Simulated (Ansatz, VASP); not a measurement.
# C (Diamond): VASP beside Ansatz

Wanted: the spread between two codes on one cell, functional and k mesh. The cell is taken from a series of runs on this material, whose earlier steps may have relaxed, scaled, displaced or heated it; both programs get it as it stands.

Calculated with Ansatz 0.2.0; plane waves, with VASP 6.6.1 beside it; zone-centre phonons at r2SCAN.

### Step 1. Starting point

It takes space group Fd-3m (No. 227, cubic). Conventional cell: a = 3.560 Å, b = 3.560 Å, c = 3.560 Å, α = 90.00°, β = 90.00°, γ = 90.00°. C has 4 C at 1.54 Å nearest.

### Step 2. Ansatz: zone-centre phonons, r2SCAN

Ansatz runs on its default PAW (the set named soft_2) files.

Second derivatives magnify differences that forces hide, and they need a tight electronic threshold.

File input.yaml:

```yaml
crystal:
  lattice:
    - [0.0, 1.7801449144, 1.7801449144]
    - [1.7801449144, 0.0, 1.7801449144]
    - [1.7801449144, 1.7801449144, 0.0]
  atoms:
    - { symbol: C, position: [0.0, 0.0, 0.0] }
    - { symbol: C, position: [0.25, 0.25, 0.25] }
kpoints:
  mp_grid: { grid: [10, 10, 10] }
hamiltonian:
  xc: r2scan
scf:
  occupations: { method: fixed }
output:
  eigenvalues: true
phonons:
  method: dfpt
  dielectric: true
  rigid_motions: translations
```

Launch:

```sh
> ansatz run input.yaml --threads 4 --pin off --max-ram 15360MiB --backend cpu --events-out ev --progress --plain --runs-dir out
```

Numbers of over 12 decimals in the logs are rounded to 6 here.

What it wrote:

```text
Engine: ansatz 0.2.0, aarch64-unknown-linux-gnu
Pseudopotentials: kind: paw
Pseudopotential: C, paw, valence charge 4, recommended cutoff 500 eV (meta_gga), C.paw.azcp
Functional definition: r2SCAN
  parameter k0 = 0.174
  parameter k1 = 0.065
  parameter a1 = 4.9479
  exchange = r2scan_x(k0 = k0, k1 = k1, a1 = a1)
  correlation = r2scan_c
Crystal: 2 atoms, lattice volume = 11.282 Å³
Basis set: ecut = 500 eV, 283 PW (Γ), exchange–correlation on 100×100×100 points (125 copies of the dense FFT grid, shifted against one another)
Bands: 8, of which v1, the nominal top of the filled ones, is band 4 counted from 1 (3 counted from 0)
Symmetry: 48 space group operations
k-points: 171 of 1000 (irreducible under 4 space group operations, time reversal used)
Non-local potential: C, projectors of the file, l = 0: 2, l = 1: 2, l = 2: 1
PAW form: soft (Blöchl's): semilocal exchange-correlation on the pseudo side does not see the compensation charge
PAW frozen core: C, regenerated for the run's functional (the file was generated under x = pbe(κ = 0.804, μ = 0.219515), c = pbe(β = 0.066725))
PAW one-centre angular grid: C, 302 points (default); XC on 239 of its mesh's 2573 points in the sphere
Initial density: superposition of atomic densities (neutral atoms: chi_scale 0, normalization atom), corrected by the library's trained network
Initial wavefunctions: pseudopotential atomic-orbital guess
Functional: x = r2scan, c = r2scan; τ floored in thin density (d = 2e-4 eV/Å³)
SCF iter   1: F=—  HF=-503.055141 eV  |F-HF|=—  |Δ(HF+E_count)|=         —  Δρ=8.87e-3  dr2=2.39e-3  dr2_τ=3.87e-1  ethr=1.77e-3  ⟨swp⟩=4.0  Hψ=8205  notcnv=0  defer=254
preconditioner: auto → none  [insulator: Δε(μ)=4.344 eV  Ē_g=20.867 eV  n_scr=0 (ndim 8)  ℏωp=31.3 eV  f_vac=0.000  ε∞_Penn≈3.2]
SCF iter   2: F=—  HF=-503.111392 eV  |F-HF|=—  |Δ(HF+E_count)|=   5.63e-2  Δρ=5.57e-3  dr2=9.68e-4  dr2_τ=5.83e-5  ethr=2.99e-5  ⟨swp⟩=2.7  Hψ=3924  notcnv=0  defer=327
SCF iter   3: F=—  HF=-503.111420 eV  |F-HF|=—  |Δ(HF+E_count)|=   2.75e-5  Δρ=1.85e-3  dr2=1.15e-4  dr2_τ=1.63e-5  ethr=1.21e-5  ⟨swp⟩=3.0  Hψ=2326  notcnv=0  defer=337
SCF iter   4: F=—  HF=-503.111452 eV  |F-HF|=—  |Δ(HF+E_count)|=   3.22e-5  Δρ=3.72e-4  dr2=4.65e-6  dr2_τ=3.09e-7  ethr=1.44e-6  ⟨swp⟩=1.7  Hψ=1693  notcnv=0  defer=21
SCF iter   5: F=—  HF=-503.111453 eV  |F-HF|=—  |Δ(HF+E_count)|=   1.65e-6  Δρ=9.13e-5  dr2=2.84e-7  dr2_τ=3.10e-8  ethr=5.81e-8  ⟨swp⟩=1.4  Hψ=1537  notcnv=0
SCF iter   6: F=—  HF=-503.111454 eV  |F-HF|=—  |Δ(HF+E_count)|=   7.30e-7  Δρ=5.79e-6  dr2=1.10e-9  dr2_τ=1.61e-10  ethr=3.55e-9  ⟨swp⟩=2.2  Hψ=2048  notcnv=0
SCF iter   7: F=-503.111454 eV  HF=-503.111454 eV  |F-HF|=3.41e-12  |Δ(HF+E_count)|=  9.57e-10  Δρ=3.56e-7  dr2=3.99e-12  dr2_τ=5.18e-13  ethr=1.25e-12  ⟨swp⟩=7.0  Hψ=7488  notcnv=0
SCF 1 converged in 7 iterations: F = -503.111454 eV  dr2 = 3.99e-12
  greatest PAW one-centre occupation: 0.659 electrons in one spin orbital (limit 2), on the C atom at site 1 (counted from 0), in its partial waves of l = 0
NSCF: frozen V_eff on 2 k-points
DFPT response loops at Γ: preconditioner auto → none (the input reference at scf.mixing.eps_inf says where Resta's filter doesn't serve); β = 0.50; Broyden in place of MSR1
── the response to a field inside a basis, on 10×10×10 k-points: an SCF that follows is theirs, and a resumed run solves both again ──
Bands: 5, of which v1, the nominal top of the filled ones, is band 4 counted from 1 (3 counted from 0)
k-points: 110 of 1000 (irreducible under 12 space group operations)
Initial density: handed on by an earlier stage of this run
Initial wavefunctions: pseudopotential atomic-orbital guess (no wavefunctions were taken with the density)
Eigensolver: Dense (110 Hₖ)
SCF iter   1: F=—  HF=-503.110772 eV  |F-HF|=—  |Δ(HF+E_count)|=         —  Δρ=1.39e-4  dr2=3.11e-7  dr2_τ=9.80e-7  ethr=1.00e-1
preconditioner: auto → none  [insulator: Δε(μ)=4.700 eV  Ē_g=16.953 eV  n_scr=0 (ndim 8)  ℏωp=31.3 eV  f_vac=0.000  ε∞_Penn≈4.4]
SCF iter   2: F=-503.110774 eV  HF=-503.110774 eV  |F-HF|=2.70e-7  |Δ(HF+E_count)|=   1.58e-6  Δρ=7.30e-5  dr2=8.68e-8  dr2_τ=2.74e-8  ethr=3.89e-9
SCF 1 converged in 2 iterations: F = -503.110774 eV  dr2 = 8.68e-8
  greatest PAW one-centre occupation: 0.659 electrons in one spin orbital (limit 2), on the C atom at site 0 (counted from 0), in its partial waves of l = 0
DFPT response loops at Γ: mixed as the last ones told, above
SCF converged after 7 iterations
Free energy (F): -503.111454 eV
Harris-Foulkes:  -503.111454 eV  (|F-HF|=3.41e-12)
Internal energy: -503.111454 eV  (E = F + TS)
E sigma→0 (E₀):  -503.111454 eV
Fermi energy:    13.386836 eV
--- Per-component energies (eV) ---
  E_band       = 30.778409
  E_kinetic    = 184.519638
  E_local      = -120.753033  (includes V_loc(G=0)·N_el)
  E_nonlocal   = 52.586637
  E_hartree    = 26.605981
  E_xc         = -95.961396
  E_vxc        = -132.608406  (∫ρ·V_xc dr)
  E_paw        = -201.467977  (= ΣΔE_a)
  E_vpaw       = -13.175485  (= ΣTr[D̂ρ^β])
  E_aug_tail   = 0.000008  (compensation charges beyond the density's cutoff)
  E_vtau       = 6.997092  (kinetic-family band-sum trace: ∫τ·v_τ [+ j·A + Jᵃ·Aᵃ] dr)
  E_ewald      = -348.591765
  E_core_change = -0.049547  (= ΣΔE_core)
  E_smearing   = -0.000000  (= −TS)
  E_closure    = 0.000000  (closes the sum)
  Σ components = -503.111454   (vs F -503.111454, Δ=0.00e0)
--- Band table (eV; the first three rows and the last of 171) ---
  k-point 0: bands = ["-9.3611", "13.3868", "13.3868", "13.3868", "19.2823", "19.2823", "19.2823", "27.2899"]
  k-point 1: bands = ["-9.0711", "11.5905", "12.9098", "12.9098", "19.9098", "19.9098", "20.2903", "27.5817"]
  k-point 2: bands = ["-8.2068", "8.1811", "11.9756", "11.9756", "21.1173", "21.1173", "21.5350", "28.3912"]
  k-point 170: bands = ["-0.7182", "1.2629", "4.2807", "6.0519", "23.4334", "24.5405", "27.1571", "27.4030"]
--- Phonons (Γ-DFPT): 1 representative perturbation + reference, on 171 of 1000 k-points (Σ response iterations 5) ---
  k mesh reduced under 4 symmetry operations, with k and −k counted as one. Each operation leaves every solved perturbation unchanged. A smaller set is not considered because the functional reads the kinetic-energy density
  ASR residual: 2.876e-4 → 0.000e0 eV/Å²; symmetrization residual: 4.974e-14 eV/Å²
  ASR residual per site (eV/Å²): 2.88e-4 2.88e-4
  Γ frequencies (cm⁻¹): 0.00 0.00 0.00 1323.98 1323.98 1323.98
  ε∞ (high-frequency dielectric tensor):
        5.779250     0.000000     0.000000
        0.000000     5.779250     0.000000
        0.000000     0.000000     5.779250
  ε⁰ (static dielectric tensor: ions relaxed, cell fixed):
        5.779250     0.000000     0.000000
        0.000000     5.779250     0.000000
        0.000000     0.000000     5.779250
  ε⁰ − ε∞ (ionic part):
        0.000000    -0.000000     0.000000
       -0.000000     0.000000     0.000000
        0.000000     0.000000     0.000000
  softest optical mode at Γ: 1323.98 cm⁻¹; the repairs (sum rule, projections) moved no ω² at Γ by more than (2.55 cm⁻¹)²
  Born effective charges Z* (e; rows j = field, columns β = displacement):
    site 0:
        -0.00000    0.00000    0.00000
         0.00000    0.00000    0.00000
         0.00000    0.00000    0.00000
    site 1:
         0.00000   -0.00000   -0.00000
        -0.00000    0.00000   -0.00000
        -0.00000   -0.00000    0.00000
  Z* charge neutrality: 1.543e-4 e pre-enforcement
  solved inside a basis spanned on kpoints, on 10×10×10 k-points, its susceptibility summed on 14×14×14: ε∞ is read to err by 1.5e-2, Z* by 4.1e-3 e (field_mesh: kpoints solves on kpoints)
  optical modes at Γ without the LO–TO term, one row a degenerate level:
      ω (cm⁻¹)  modes    IR ((D/Å)²/amu)
       1323.98      3             0.0000
  optical modes at Γ + LO–TO along q̂ = [1.0000, 0.0000, 0.0000]:
      ω (cm⁻¹)  modes    IR ((D/Å)²/amu)
       1323.98      3             0.0000
  optical modes at Γ + LO–TO along q̂ = [0.0000, 1.0000, 0.0000]:
      ω (cm⁻¹)  modes    IR ((D/Å)²/amu)
       1323.98      3             0.0000
  optical modes at Γ + LO–TO along q̂ = [0.0000, 0.0000, 1.0000]:
      ω (cm⁻¹)  modes    IR ((D/Å)²/amu)
       1323.98      3             0.0000
```

In the SCF lines HF is the Harris–Foulkes energy and dr2 the Hartree energy of the density residual, in eV; the loop may stop once dr2 is under the threshold and the program's other checks hold. Hψ counts applications of the Hamiltonian.

(Part 1 of 2 ends here.)

[Lines on the potential files, build, host, timing and source positions are cut from VASP's logs without a mark.]

[Logs are printed without paths, hosts, clocks, repeated set-up lines and the standing remarks that a program may print on its own settings, such as how far it seeks lower states.]

[Hosts, paths, dates, database ids (printed as entryN), source tags and the programs' standing remarks are cut or masked in the printed files.]
